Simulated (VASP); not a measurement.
Output of a VASP run:

File OSZICAR:
```
...
  18 F= -.14630275E+03 E0= -.14630275E+03  d E =-.184632E-01
       N       E                     dE             d eps       ncg     rms          rms(c)
DAV:   1    -0.146292454056E+03    0.10291E-01   -0.14580E+01   676   0.517E+00    0.588E-01
RMM:   2    -0.146300301211E+03   -0.78472E-02   -0.88841E-02   676   0.476E-01    0.134E-01
RMM:   3    -0.146301492450E+03   -0.11912E-02   -0.12606E-02   676   0.181E-01    0.130E-01
RMM:   4    -0.146301533489E+03   -0.41039E-04   -0.17810E-03   680   0.689E-02    0.943E-02
RMM:   5    -0.146301536700E+03   -0.32110E-05   -0.48191E-04   676   0.354E-02    0.199E-02
RMM:   6    -0.146301541987E+03   -0.52870E-05   -0.94316E-05   552   0.137E-02
  19 F= -.14630154E+03 E0= -.14630154E+03  d E =-.172589E-01
       N       E                     dE             d eps       ncg     rms          rms(c)
DAV:   1    -0.146297684864E+03    0.38518E-02   -0.86719E+00   676   0.399E+00    0.469E-01
RMM:   2    -0.146302280145E+03   -0.45953E-02   -0.52356E-02   676   0.366E-01    0.103E-01
RMM:   3    -0.146302978612E+03   -0.69847E-03   -0.74613E-03   676   0.139E-01    0.933E-02
RMM:   4    -0.146303009359E+03   -0.30747E-04   -0.10711E-03   681   0.533E-02    0.736E-02
RMM:   5    -0.146303001583E+03    0.77756E-05   -0.28968E-04   669   0.273E-02    0.158E-02
RMM:   6    -0.146303004879E+03   -0.32959E-05   -0.46497E-05   485   0.994E-03
  20 F= -.14630300E+03 E0= -.14630300E+03  d E =-.187218E-01
       N       E                     dE             d eps       ncg     rms          rms(c)
DAV:   1    -0.146300609168E+03    0.23924E-02   -0.15020E+01   676   0.559E+00    0.677E-01
RMM:   2    -0.146309366871E+03   -0.87577E-02   -0.10119E-01   676   0.524E-01    0.134E-01
RMM:   3    -0.146310710731E+03   -0.13439E-02   -0.14427E-02   676   0.200E-01    0.134E-01
RMM:   4    -0.146310774028E+03   -0.63297E-04   -0.20609E-03   680   0.765E-02    0.103E-01
RMM:   5    -0.146310774863E+03   -0.83481E-06   -0.57163E-04   679   0.389E-02    0.208E-02
RMM:   6    -0.146310782701E+03   -0.78384E-05   -0.99708E-05   559   0.144E-02
  21 F= -.14631078E+03 E0= -.14631078E+03  d E =-.777782E-02
       N       E                     dE             d eps       ncg     rms          rms(c)
DAV:   1    -0.146310385846E+03    0.38902E-03   -0.19962E+00   704   0.204E+00    0.239E-01
RMM:   2    -0.146311559250E+03   -0.11734E-02   -0.13434E-02   676   0.190E-01    0.479E-02
RMM:   3    -0.146311739220E+03   -0.17997E-03   -0.19119E-03   676   0.728E-02    0.531E-02
RMM:   4    -0.146311746572E+03   -0.73519E-05   -0.27409E-04   678   0.277E-02    0.384E-02
RMM:   5    -0.146311748729E+03   -0.21568E-05   -0.77616E-05   547   0.142E-02
  22 F= -.14631175E+03 E0= -.14631175E+03  d E =-.874385E-02
       N       E                     dE             d eps       ncg     rms          rms(c)
DAV:   1    -0.146310835957E+03    0.91061E-03   -0.78975E+00   680   0.437E+00    0.450E-01
RMM:   2    -0.146315261882E+03   -0.44259E-02   -0.50357E-02   676   0.398E-01    0.105E-01
RMM:   3    -0.146315937938E+03   -0.67606E-03   -0.71210E-03   676   0.152E-01    0.104E-01
RMM:   4    -0.146315967303E+03   -0.29365E-04   -0.10321E-03   680   0.574E-02    0.713E-02
RMM:   5    -0.146315979030E+03   -0.11727E-04   -0.27673E-04   676   0.289E-02    0.148E-02
RMM:   6    -0.146315981551E+03   -0.25210E-05   -0.56190E-05   504   0.114E-02
  23 F= -.14631598E+03 E0= -.14631598E+03  d E =-.423282E-02
```

OUTCAR:
```
------------------------ aborting loop because EDIFF is reached ----------------------------------------
  FORCE on cell =-STRESS in cart. coord.  units (eV):
  Direction    XX          YY          ZZ          XY          YZ          ZX
  --------------------------------------------------------------------------------------
  Total       13.3787323     13.3928321     13.3464802     -0.1486730      0.1514510     -0.1300027
  in kB        9.2148652      9.2245767      9.1926509     -0.1024015      0.1043148     -0.0895419
  external PRESSURE =       9.2106976 kB  Pullay stress =       0.0000000 kB
  volume of cell :     2326.14
      direct lattice vectors                 reciprocal lattice vectors
    13.249887359  0.000000000  0.000000000     0.075472340  0.000000000  0.000000000
     0.000000000 13.249887359  0.000000000     0.000000000  0.075472340  0.000000000
     0.000000000  0.000000000 13.249887359     0.000000000  0.000000000  0.075472340
  FREE ENERGIE OF THE ION-ELECTRON SYSTEM (eV)
  ---------------------------------------------------
  free  energy   TOTEN  =      -146.3159815506 eV

  energy  without entropy=     -146.3159815506  energy(sigma->0) =     -146.31598155

 reached required accuracy - stopping structural energy minimisation
```
(Selected blocks of OUTCAR.)

**POSCAR**
```
Cd31InTe31
1
   13.2498873591     0.0000000000     0.0000000000
    0.0000000000    13.2498873591    -0.0000000000
   -0.0000000000    -0.0000000000    13.2498873591
Cd Te In
31 31 1
Direct
  0.5000000000   0.0000000000   0.0000000000
  0.7500000000   0.2500000000   0.0000000000
  0.7500000000   0.0000000000   0.2500000000
  0.0000000000   0.0000000000   0.0000000000
  0.2500000000   0.2500000000   0.0000000000
  0.5000000000   0.5000000000   0.0000000000
  0.7500000000   0.7500000000   0.0000000000
  0.2500000000   0.0000000000   0.2500000000
  0.5005230000   0.2461930000   0.2509860000
  0.7520730000   0.4986100000   0.2463540000
  0.5000000000   0.0000000000   0.5000000000
  0.7537780000   0.2482360000   0.5007280000
  0.7500000000   0.0000000000   0.7500000000
  0.0000000000   0.5000000000   0.0000000000
  0.2500000000   0.7500000000   0.0000000000
  0.0000000000   0.2500000000   0.2500000000
  0.2500000000   0.5000000000   0.2500000000
  0.5000000000   0.7500000000   0.2500000000
  0.0000000000   0.0000000000   0.5000000000
  0.2500000000   0.2500000000   0.5000000000
  0.7500000000   0.7500000000   0.5000000000
  0.2500000000   0.0000000000   0.7500000000
  0.5000000000   0.2500000000   0.7500000000
  0.7500000000   0.5000000000   0.7500000000
  0.0000000000   0.7500000000   0.2500000000
  0.0000000000   0.5000000000   0.5000000000
  0.2500000000   0.7500000000   0.5000000000
  0.0000000000   0.2500000000   0.7500000000
  0.2500000000   0.5000000000   0.7500000000
  0.5000000000   0.7500000000   0.7500000000
  0.0000000000   0.7500000000   0.7500000000
  0.6250000000   0.1250000000   0.1250000000
  0.8750000000   0.3750000000   0.1250000000
  0.8750000000   0.1250000000   0.3750000000
  0.1250000000   0.1250000000   0.1250000000
  0.3750000000   0.3750000000   0.1250000000
  0.6250000000   0.6250000000   0.1250000000
  0.8750000000   0.8750000000   0.1250000000
  0.3750000000   0.1250000000   0.3750000000
  0.8750000000   0.6250000000   0.3750000000
  0.6250000000   0.1250000000   0.6250000000
  0.8750000000   0.3750000000   0.6250000000
  0.8750000000   0.1250000000   0.8750000000
  0.1250000000   0.6250000000   0.1250000000
  0.3750000000   0.8750000000   0.1250000000
  0.1250000000   0.3750000000   0.3750000000
  0.3750000000   0.6250000000   0.3750000000
  0.6250000000   0.8750000000   0.3750000000
  0.1250000000   0.1250000000   0.6250000000
  0.3750000000   0.3750000000   0.6250000000
  0.6250000000   0.6250000000   0.6250000000
  0.8750000000   0.8750000000   0.6250000000
  0.3750000000   0.1250000000   0.8750000000
  0.6250000000   0.3750000000   0.8750000000
  0.8750000000   0.6250000000   0.8750000000
  0.1250000000   0.8750000000   0.3750000000
  0.1250000000   0.6250000000   0.6250000000
  0.3750000000   0.8750000000   0.6250000000
  0.1250000000   0.3750000000   0.8750000000
  0.3750000000   0.6250000000   0.8750000000
  0.6250000000   0.8750000000   0.8750000000
  0.1250000000   0.8750000000   0.8750000000
  0.4987800000   0.4985880000   0.5001660000
```

Task: Reconstruct the remaining input files.

Result: Several could match; the one computed here: the input of the run itself, PBE GGA, plane waves, VASP's PBE PAW potentials (set 64).

**KPOINTS**
```
Automatic mesh
0
Gamma
1 1 1
0 0 0
```

INCAR:
```
ALGO = Fast
EDIFF = 1E-5
EDIFFG = -0.03
ENCUT = 400
GGA = PE
IBRION = 2
ISIF = 2
ISMEAR = 0
ISYM = 0
LASPH = .TRUE.
LCHARG = .FALSE.
LMAXMIX = 4
LREAL = Auto
LWAVE = .FALSE.
NELECT = 562.0
NELM = 100
NELMIN = 4
NSW = 70
PREC = Normal
SIGMA = 0.05
SYSTEM = Cd31InTe31
```

POTCAR, in this order: Cd Te In (PBE.64 set). Program: vasp_gam.

The cell is charged, with a uniform compensating background. The supercell is sampled at Γ alone, which is coarse: total energies, pressure and levels can be off, energies of defects by several tenths of an eV.

The cell is a supercell with a defect, built from CdTe (zinc blende): In_Cd-vac_Te, charge -1. The run is not spin-polarised, so no state with unpaired spins was tried.
